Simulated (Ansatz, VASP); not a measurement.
# Cross-check of Si2W between VASP and Ansatz, part 2 of 2

Aim: how closely do two programs agree when they are given the same cell, functional and k mesh? The cell is taken from a series of runs on this material, whose earlier steps may have relaxed, scaled, displaced or heated it; both programs get it as it stands.

VASP 6.6.1 and Ansatz 0.2.0.

So far: The structure; VASP: zone-centre phonons, PBEsol.

### 3. Ansatz: zone-centre phonons, PBEsol

Level of this step: Ansatz beside VASP: Kohn-Sham DFT, plane waves, PBEsol (Ansatz).

Ansatz runs on its PAW soft_1 files.

The same cell, functional, mesh and smearing now go to Ansatz, which takes its cutoff from its data sets.

The input, input.yaml:

```yaml
crystal:
  lattice:
    - [-1.6131050052, 1.6131050052, 3.7516400023]
    - [1.6131050052, -1.6131050052, 3.7516400023]
    - [1.6131050052, 1.6131050052, -3.7516400023]
  atoms:
    - { symbol: Si, position: [0.3342785415, 0.3342785415, 0.0] }
    - { symbol: Si, position: [0.6657214585, 0.6657214585, 0.0] }
    - { symbol: W, position: [0.0, 0.0, 0.0] }
kpoints:
  mp_grid: { grid: [20, 20, 20] }
hamiltonian:
  xc: pbesol
  pseudopotentials: { kind: paw, azcp: { folder: soft_1 }, xc_functional: pbe }
scf:
  occupations: { method: methfessel_paxton, width: 0.2 }
output:
  eigenvalues: true
phonons:
  method: dfpt
```

Started as:

```
> ansatz run input.yaml --threads 4 --pin off --max-ram 10240MiB --backend cpu --events-out ev --progress --plain --runs-dir out
```

Numbers of over 12 decimals in the logs are rounded to 6 here.

What it wrote:

```text
zone centre: on kpoints.mp_grid the ground state, and the responses unless they are solved on pairs of k-points, stand on 1166 of the mesh's 8000 k-points, reduced under 4 symmetry operations, with k and −k counted as one. Each operation leaves every solved displacement unchanged or reverses it
Engine: ansatz 0.2.0, aarch64-unknown-linux-gnu
Pseudopotentials: kind: paw
Pseudopotential: Si, paw, valence charge 4, recommended cutoff 420 eV (normal), soft_1/Si.paw.azcp
Pseudopotential: W, paw, valence charge 14, recommended cutoff 420 eV (normal), soft_1/W.paw.azcp
Functional definition: PBEsol
  exchange = pbesol_x
  correlation = pbesol_c
Crystal: 3 atoms, lattice volume = 39.049 Å³
Basis set: ecut = 420 eV, 777 PW (Γ), exchange–correlation on 60×60×60 points (8 copies of the dense FFT grid, shifted against one another)
Bands: 15, of which v1, the nominal top of the filled ones, is band 11 counted from 1 (10 counted from 0)
Symmetry: 16 space group operations
k-points: 1166 of 8000 (irreducible under 4 space group operations, time reversal used)
Non-local potential: Si, projectors of the file, l = 0: 2, l = 1: 2, l = 2: 1
Non-local potential: W, projectors of the file, l = 0: 3, l = 1: 2, l = 2: 2, l = 3: 1
PAW form: soft (Blöchl's): semilocal exchange-correlation on the pseudo side does not see the compensation charge
PAW frozen core: Si, regenerated for the run's functional, and the local potential with it (the file was generated under x = pbe(κ = 0.804, μ = 0.219515), c = pbe(β = 0.066725))
PAW frozen core: W, regenerated for the run's functional, and the local potential with it (the file was generated under x = pbe(κ = 0.804, μ = 0.219515), c = pbe(β = 0.066725))
PAW one-centre angular grid: Si, 110 points (default); XC on 64 Gauss nodes
PAW one-centre angular grid: W, 590 points (default); XC on 64 Gauss nodes
Initial density: superposition of atomic densities (chi_scale 0.1, normalization cell, long waves kept (reshape's long-wave potential 0.00 eV rms))
Initial wavefunctions: pseudopotential atomic-orbital guess
Functional: x = pbesol(κ = 0.804, μ = 0.123457), c = pbesol(β = 0.046)
SCF iter   1: F=—  HF=-11502.128296 eV  |F-HF|=—  |Δ(HF+E_count)|=         —  Δρ=5.11e-2  dr2=9.66e-1  ethr=3.10e-3  ⟨swp⟩=5.4  Hψ=102626  notcnv=0
preconditioner: auto → Kerker (q_TF=auto, 2.479 Å⁻¹)  [metal: Δε(μ)=0.010 eV  Ē_g=8.522 eV  σ=0.200 eV  W_gap=0.04  n_scr=10 (ndim 8)  ℏωp=22.2 eV  f_vac=0.000  D(μ)=0.21/eV (n_scr^D=0)]
SCF iter   2: F=—  HF=-11501.877691 eV  |F-HF|=—  |Δ(HF+E_count)|=   2.51e-1  S|Δr|=    0.00e0  Δρ=2.78e-2  dr2=2.29e-1  ethr=3.10e-3  ⟨swp⟩=2.1  Hψ=31721  notcnv=0
SCF iter   3: F=—  HF=-11501.795308 eV  |F-HF|=—  |Δ(HF+E_count)|=   8.24e-2  S|Δr|=    0.00e0  Δρ=6.09e-3  dr2=1.10e-2  ethr=1.04e-3  ⟨swp⟩=2.8  Hψ=31524  notcnv=0
SCF iter   4: F=—  HF=-11501.791310 eV  |F-HF|=—  |Δ(HF+E_count)|=   4.00e-3  S|Δr|=    0.00e0  Δρ=5.20e-4  dr2=5.95e-5  ethr=5.02e-5  ⟨swp⟩=2.7  Hψ=27279  notcnv=0
SCF iter   5: F=—  HF=-11501.791291 eV  |F-HF|=—  |Δ(HF+E_count)|=   1.89e-5  S|Δr|=    0.00e0  Δρ=6.20e-5  dr2=1.36e-6  ethr=2.71e-7  ⟨swp⟩=2.1  Hψ=26239  notcnv=0
SCF iter   6: F=—  HF=-11501.791293 eV  |F-HF|=—  |Δ(HF+E_count)|=   2.15e-6  S|Δr|=    0.00e0  Δρ=1.02e-5  dr2=4.29e-8  ethr=6.20e-9  ⟨swp⟩=2.7  Hψ=27265  notcnv=0
SCF iter   7: F=—  HF=-11501.791293 eV  |F-HF|=—  |Δ(HF+E_count)|=   7.61e-9  S|Δr|=    0.00e0  Δρ=1.66e-6  dr2=1.46e-9  ethr=1.95e-10  ⟨swp⟩=2.3  Hψ=26330  notcnv=0
SCF iter   8: F=—  HF=-11501.791293 eV  |F-HF|=—  |Δ(HF+E_count)|=  3.78e-10  S|Δr|=    0.00e0  Δρ=2.56e-7  dr2=2.78e-11  ethr=6.65e-12  ⟨swp⟩=2.2  Hψ=24961  notcnv=0
SCF iter   9: F=-11501.791293 eV  HF=-11501.791293 eV  |F-HF|=1.82e-12  |Δ(HF+E_count)|=  7.28e-12  S|Δr|=    0.00e0  Δρ=2.31e-8  dr2=2.09e-13  ethr=1.00e-12  ⟨swp⟩=5.3  Hψ=74342  notcnv=0
the search or the solves at the SCF's close seem to have found levels that the self-consistency loop had missed (the run counts 1). By its estimate they hold under 1e-12 electrons; where the run keeps them, the occupations were computed again with them
SCF 1 converged in 9 iterations: F = -11501.791293 eV  dr2 = 2.09e-13
  greatest PAW one-centre occupation: 0.999 electrons in one spin orbital (limit 2), on the W atom at site 2 (counted from 0), in its partial waves of l = 0
DFPT response loops at Γ: preconditioner auto → Kerker (q_TF=auto, 2.479 Å⁻¹) (partly filled bands, converged f_vac=0.000); β = 1.00, the filter's whole step (`scf.mixing.beta` (0.50) is not read by the response loops under this deck's `scf.mixing.preconditioner`; to damp them name `kerker` or `kerker_dos`, under which they read `scf.mixing.beta`, and type it under 1.00, their step now; both keys bind the ground state too); Broyden in place of MSR1
SCF converged after 9 iterations
Stability not checked: this state was not tested for a lower state beside it, because cold or Methfessel-Paxton smearing, or corrected tetrahedra, fill the levels in a way that the test cannot read (fill_not_monotonic; see scf.lower_state_search)
Free energy (F): -11501.791293 eV
Harris-Foulkes:  -11501.791293 eV  (|F-HF|=1.82e-12)
Internal energy: -11501.792570 eV  (E = F + TS)
E sigma→0 (E₀):  -11501.791612 eV
Entropy (-TS):   0.001277 eV (0.426 meV/atom)
Fermi energy:    17.066296 eV
--- Per-component energies (eV) ---
  E_band       = -71.287518
  E_kinetic    = 517.010517
  E_local      = -857.439129  (includes V_loc(G=0)·N_el)
  E_nonlocal   = 21.718118
  E_hartree    = 375.187252
  E_xc         = -384.115808
  E_vxc        = -335.134755  (∫ρ·V_xc dr)
  E_paw        = -9447.002558  (= ΣΔE_a)
  E_vpaw       = -167.816972  (= ΣTr[D̂ρ^β])
  E_aug_tail   = 0.000210  (compensation charges beyond the density's cutoff)
  E_ewald      = -1727.436152
  E_core_change = 0.284979  (= ΣΔE_core)
  E_smearing   = 0.001277  (= −TS)
  E_closure    = 0.000000  (closes the sum)
  Σ components = -11501.791293   (vs F -11501.791293, Δ=0.00e0)
--- Band table (eV; the first three rows and the last of 1166) ---
  k-point 0: bands = [... 7 lower, 14.0277, 14.0277, 14.1649, 17.5669, 19.9495, 19.9615, 20.0627, 20.0627]
  k-point 1: bands = [... 7 lower, 13.7824, 13.8205, 14.7876, 17.1293, 19.8436, 20.1298, 20.1340, 20.2340]
  k-point 2: bands = [... 7 lower, 13.3054, 13.8361, 15.4063, 16.1465, 19.6647, 20.2887, 20.3290, 20.8864]
  k-point 1165: bands = [... 7 lower, 14.3697, 16.0570, 16.0570, 16.7309, 16.7309, 17.8124, 22.7042, 22.7897]
--- Phonons (Γ-DFPT): 4 representative perturbations + reference, on 1166 of 8000 k-points (Σ response iterations 12) ---
  k mesh reduced under 4 symmetry operations, with k and −k counted as one. Each operation leaves every solved displacement unchanged or reverses it
  ASR residual: 6.886e-6 → 0.000e0 eV/Å²; symmetrization residual: 1.721e-6 eV/Å²
  ASR residual per site (eV/Å²): 6.89e-6 6.89e-6 2.61e-6
  Γ frequencies (cm⁻¹): 0.00 0.00 0.00 263.86 263.86 344.58 344.58 354.99 512.92
  non-analytic LO–TO correction: not included (Born effective charges unavailable; polar crystals: no LO–TO splitting at Γ)
```

### 4. Side by side

Known differences besides the potentials themselves: the data sets hold 22 valence electrons in Ansatz (on its PAW soft_1 files) and 14 in VASP; the cutoff is 420 eV in Ansatz and 600 eV in VASP; Ansatz makes its cores anew for this functional, VASP keeps those of its PBE data sets. Total energies have different zeros and are not compared.

Compared:

```csv
quantity,Ansatz,VASP,difference
optical mode 1 to 2 (cm⁻¹),263.9,266.3,-0.93 %
optical mode 3 to 4 (cm⁻¹),344.6,346.9,-0.68 %
optical mode 5 (cm⁻¹),355.0,357.6,-0.72 %
optical mode 6 (cm⁻¹),512.9,515.8,-0.55 %
```

Modes are paired by rising frequency, not by their patterns, so a pair may set unlike modes beside each other; they are those without the splitting of longitudinal modes.

### 5. What came out

| Item | Value |
| --- | --- |
| r.m.s. difference of the optical zone-centre modes, each program's sorted by frequency (zone-centre phonons, PBEsol) | 2.5 cm⁻¹ |
| difference in optical mode 1 to 2 (zone-centre phonons, PBEsol) | -0.9 % |

The r.m.s. difference of the optical zone-centre modes, each program's sorted by frequency is 2.5 cm⁻¹ (zone-centre phonons, PBEsol). The data sets hold unlike numbers of valence electrons (22 in Ansatz and 14 in VASP), so part of the differences comes from the potentials. Among the rows given in per cent, the largest difference of the zone-centre phonons, PBEsol pair is in optical mode 1 to 2, -0.9 %. Such differences can come from data sets, numerical settings and the points named under the comparisons, not from the functional's error against experiment.

[Lines on the potential files, build, host, timing and source positions are cut from VASP's logs without a mark.]

[Logs are printed without paths, hosts, clocks, repeated set-up lines and the standing remarks that a program may print on its own settings, such as how far it seeks lower states.]

[Hosts, paths, dates, database ids (printed as entryN), source tags and the programs' standing remarks are cut or masked in the printed files.]
